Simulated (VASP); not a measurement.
All values below come from PBEsol GGA, VASP's PBE PAW potentials (set 64) (plane waves; VASP).

Input for VASP

File KPOINTS:
```
Automatic mesh
0
Gamma
8 8 8
0 0 0
```

POSCAR:
```
TiO2
1.0
 -1.8772646962   1.8772646962   4.6944335448
  1.8772646962  -1.8772646962   4.6944335448
  1.8772646962   1.8772646962  -4.6944335448
Ti O
2 4
Cart
  0.0000000000   1.8772646962   2.3472167724
  0.0000000000   0.0000000000   0.0000000000
  0.0000000000   1.8772646962   0.3778919885
 -0.0000000000   0.0000000000   7.4195423057
 -0.0000000000   0.0000000000   1.9693247839
  0.0000000000   1.8772646962   4.3165415563
```

### INCAR
```
SYSTEM = TiO2
LREAL = F   # projection in real space or not
PREC = Accurate
PSTRESS = 50
ISIF = 3
LASPH = T
ALGO = Normal
EDIFFG = -0.02
EDIFF = 1E-6   # SCF stop (eV)
NELM = 100   # most electronic steps
NSW = 40   # most ionic steps
ISMEAR = 0
LCHARG = F
GGA = PS
IBRION = 2
LWAVE = F
ENCUT = 620   # plane-wave cut-off (eV)
SIGMA = 0.05   # width (eV)
LMAXMIX = 4
```

POTCAR, in this order: Ti_sv O (PBE.64 set). Program: vasp_std.

Output

**OUTCAR**
```
 ion  position               nearest neighbor table
   1  0.750  0.250  0.500-   5 1.91   5 1.91   4 1.91   4 1.91   3 1.97   6 1.97
   2  0.000  0.000  0.000-   3 1.91   6 1.91   3 1.91   6 1.91   4 1.97   5 1.97
   3  0.540  0.040  0.500-   2 1.91   2 1.91   1 1.97
   4  0.790  0.790  0.000-   1 1.91   1 1.91   2 1.97
   5  0.210  0.210  0.000-   1 1.91   1 1.91   2 1.97
   6  0.960  0.460  0.500-   2 1.91   2 1.91   1 1.97
  LATTYP: Found a body centered tetragonal cell.
 ALAT       =     3.7545293924
 C/A-ratio  =     2.5006774773
 Subroutine PRICEL returns:
 Original cell was already a primitive cell.
 Subroutine GETGRP returns: Found 16 space group operations
The static configuration has the point symmetry D_2d.
 The point group associated with its full space group is D_4h.
The dynamic configuration has the point symmetry D_2d.
 Subroutine INISYM returns: Found 16 space group operations
 Subroutine IBZKPT returns following result:
 Found     59 irreducible k-points:

 Following reciprocal coordinates:
            Coordinates               Weight
  0.000000  0.000000  0.000000      1.000000
  0.125000 -0.000000  0.000000      8.000000
  0.250000 -0.000000  0.000000      8.000000
  0.375000  0.000000 -0.000000      8.000000
  0.500000 -0.000000  0.000000      4.000000
  0.125000  0.125000 -0.000000      8.000000
  0.250000  0.125000 -0.000000     16.000000
  0.375000  0.125000 -0.000000     16.000000
  0.500000  0.125000  0.000000     16.000000
 -0.375000  0.125000  0.000000     16.000000
 -0.250000  0.125000 -0.000000     16.000000
 -0.125000  0.125000  0.000000      4.000000
  0.250000  0.250000 -0.000000      8.000000
  0.375000  0.250000 -0.000000     16.000000
  0.500000  0.250000 -0.000000     16.000000
 -0.375000  0.250000  0.000000     16.000000
 -0.250000  0.250000  0.000000      4.000000
  0.375000  0.375000 -0.000000      8.000000
  0.500000  0.375000 -0.000000     16.000000
 -0.375000  0.375000  0.000000      4.000000
  0.500000  0.500000 -0.000000      2.000000
  0.125000  0.125000  0.125000      8.000000
  0.250000  0.125000  0.125000     16.000000
  0.375000  0.125000  0.125000      8.000000
 -0.125000  0.125000  0.125000      4.000000
  0.250000  0.250000  0.125000      8.000000
  0.375000  0.250000  0.125000     16.000000
  0.500000  0.250000  0.125000      8.000000
 -0.250000  0.250000  0.125000      8.000000
 -0.125000  0.250000  0.125000      8.000000
  0.375000  0.375000  0.125000      4.000000
 -0.375000  0.375000  0.125000      8.000000
 -0.250000  0.375000  0.125000     16.000000
 -0.125000  0.375000  0.125000      8.000000
  0.500000  0.500000  0.125000      4.000000
 -0.375000  0.500000  0.125000     16.000000
 -0.250000  0.500000  0.125000     16.000000
 -0.125000  0.500000  0.125000      8.000000
 -0.375000 -0.375000  0.125000      8.000000
 -0.250000 -0.375000  0.125000     16.000000
   k-points           NKPTS =     59   k-points in BZ     NKDIM =     59   number of bands    NBANDS=     28
   number of dos      NEDOS =    301   number of ions     NIONS =      6
   total plane-waves  NPLWV = 110592
   dimension x,y,z NGX =    48 NGY =   48 NGZ =   48
   dimension x,y,z NGXF=    96 NGYF=   96 NGZF=   96
   ions per type =               2   4
   PREC   = accura    normal or accurate (medium, high low for compatibility)
   ISTART =      0    job   : 0-new  1-cont  2-samecut
   ICHARG =      2    charge: 1-file 2-atom 10-const
   ISPIN  =      1    spin polarized calculation?
   LNONCOLLINEAR =      F non collinear calculations
   LSORBIT =      F    spin-orbit coupling
   INIWAV =      1    electr: 0-lowe 1-rand  2-diag
...
```

File OSZICAR:
```
       N       E                     dE             d eps       ncg     rms          rms(c)
DAV:   1     0.731499352053E+03    0.73150E+03   -0.27753E+04  3304   0.226E+03
DAV:   2     0.613710346097E+02   -0.67013E+03   -0.64935E+03  3480   0.618E+02
DAV:   3    -0.661213496981E+02   -0.12749E+03   -0.12436E+03  5204   0.228E+02
DAV:   4    -0.719535833699E+02   -0.58322E+01   -0.58256E+01  4616   0.531E+01
DAV:   5    -0.721858797805E+02   -0.23230E+00   -0.23223E+00  4680   0.871E+00    0.341E+01
DAV:   6    -0.565687429717E+02    0.15617E+02   -0.10773E+02  4232   0.104E+02    0.122E+01
DAV:   7    -0.562519063020E+02    0.31684E+00   -0.14174E+01  4344   0.304E+01    0.861E+00
DAV:   8    -0.563006888104E+02   -0.48783E-01   -0.29566E+00  4260   0.172E+01    0.347E+00
DAV:   9    -0.561898523488E+02    0.11084E+00   -0.11643E+00  4440   0.103E+01    0.117E+00
DAV:  10    -0.561967656928E+02   -0.69133E-02   -0.10437E-01  4016   0.252E+00    0.327E-01
DAV:  11    -0.561949900540E+02    0.17756E-02   -0.13932E-02  3920   0.808E-01    0.553E-02
DAV:  12    -0.561951545661E+02   -0.16451E-03   -0.14082E-03  4764   0.375E-01    0.105E-01
DAV:  13    -0.561950658222E+02    0.88744E-04   -0.56779E-04  4568   0.210E-01    0.141E-02
DAV:  14    -0.561950695893E+02   -0.37672E-05   -0.21637E-05  4432   0.394E-02    0.704E-03
DAV:  15    -0.561950695096E+02    0.79677E-07   -0.84470E-07  2348   0.940E-03
   1 F= -.54129910E+02 E0= -.54129910E+02  d E =-.541299E+02
       N       E                     dE             d eps       ncg     rms          rms(c)
DAV:   1    -0.562024396360E+02   -0.73700E-02   -0.79327E-02  4776   0.320E+00    0.454E-01
DAV:   2    -0.562005338133E+02    0.19058E-02   -0.76083E-03  4196   0.921E-01    0.173E-01
DAV:   3    -0.562001666040E+02    0.36721E-03   -0.29451E-03  3880   0.348E-01    0.408E-02
DAV:   4    -0.562001858505E+02   -0.19246E-04   -0.56585E-04  5060   0.129E-01    0.396E-02
DAV:   5    -0.562002002435E+02   -0.14393E-04   -0.21005E-05  4244   0.423E-02    0.278E-02
DAV:   6    -0.562002307622E+02   -0.30519E-04   -0.76306E-05  5764   0.492E-02    0.991E-03
DAV:   7    -0.562002313271E+02   -0.56494E-06   -0.32724E-06  3320   0.131E-02
   2 F= -.54129866E+02 E0= -.54129866E+02  d E =0.436279E-04
       N       E                     dE             d eps       ncg     rms          rms(c)
DAV:   1    -0.561980501749E+02    0.21806E-02   -0.27397E-02  4716   0.187E+00    0.267E-01
DAV:   2    -0.561973841971E+02    0.66598E-03   -0.26353E-03  4108   0.541E-01    0.102E-01
DAV:   3    -0.561972552474E+02    0.12895E-03   -0.10090E-03  3852   0.204E-01    0.237E-02
DAV:   4    -0.561972633814E+02   -0.81340E-05   -0.19212E-04  5072   0.749E-02    0.230E-02
DAV:   5    -0.561972694509E+02   -0.60695E-05   -0.73200E-06  4008   0.254E-02    0.158E-02
DAV:   6    -0.561972826292E+02   -0.13178E-04   -0.25649E-05  5752   0.280E-02    0.596E-03
DAV:   7    -0.561972830103E+02   -0.38112E-06   -0.94195E-07  2116   0.753E-03
   3 F= -.54129978E+02 E0= -.54129978E+02  d E =-.686148E-04
```

### OUTCAR
```
------------------------ aborting loop because EDIFF is reached ----------------------------------------
  FORCE on cell =-STRESS in cart. coord.  units (eV):
  Direction    XX          YY          ZZ          XY          YZ          ZX
  --------------------------------------------------------------------------------------
  Total        2.0648870      2.0648870      1.9804068      0.0000000      0.0000000      0.0000000
  in kB       49.9415300     49.9415300     47.8982833      0.0000000      0.0000000      0.0000000
  external PRESSURE =      -0.7395523 kB  Pullay stress =      50.0000000 kB
  volume of cell :       66.24
      direct lattice vectors                 reciprocal lattice vectors
    -1.878134340  1.878134340  4.694958318     0.000000000  0.266221638  0.106497218
     1.878134340 -1.878134340  4.694958318     0.266221638  0.000000000  0.106497218
     1.878134340  1.878134340 -4.694958318     0.266221638  0.266221638  0.000000000
 POSITION                                       TOTAL-FORCE (eV/Angst)
 -----------------------------------------------------------------------------------
      0.00000      1.87813      2.34748         0.000000      0.000000      0.000000
     -0.00000      0.00000      0.00000         0.000000      0.000000     -0.000000
     -0.00000      1.87813      0.37770         0.000000      0.000000     -0.006649
      0.00000      0.00000      7.42014        -0.000000     -0.000000     -0.006649
      0.00000      0.00000      1.96977        -0.000000     -0.000000      0.006649
      0.00000      1.87813      4.31725        -0.000000     -0.000000      0.006649
 -----------------------------------------------------------------------------------
    total drift:                                0.000000      0.000000     -0.000000
  FREE ENERGIE OF THE ION-ELECTRON SYSTEM (eV)
  ---------------------------------------------------
  free  energy   TOTEN  =       -56.1972830103 eV

  energy  without entropy=      -56.1972830103  energy(sigma->0) =      -56.19728301
  enthalpy is  TOTEN    =       -54.1299784577 eV   P V=        2.0673045526

 reached required accuracy - stopping structural energy minimisation
```
(Selected blocks of OUTCAR.)

CONTCAR:
```
TiO2
   1.00000000000000
    -1.8781343398099768    1.8781343398099768    4.6949583184115777
     1.8781343398099768   -1.8781343398099768    4.6949583184115777
     1.8781343398099768    1.8781343398099768   -4.6949583184115777
  Ti              O
     2     4
Direct
     0.7500000000000000    0.2500000000000000    0.5000000000000000
     0.0000000000000000    0.0000000000000000    0.0000000000000000
     0.5402244809203361    0.0402244809203290    0.5000000000000000
     0.7902244809203361    0.7902244809203361    0.0000000000000000
     0.2097755190796710    0.2097755190796710    0.0000000000000000
     0.9597755190796639    0.4597755190796710    0.5000000000000000
```

The compound is TiO2 in the anatase structure, one of several forms; rutile is the usual stable one. This run relaxes it under an external pressure of 5 GPa. Symmetry was kept, so distortions that lower it aren't found.
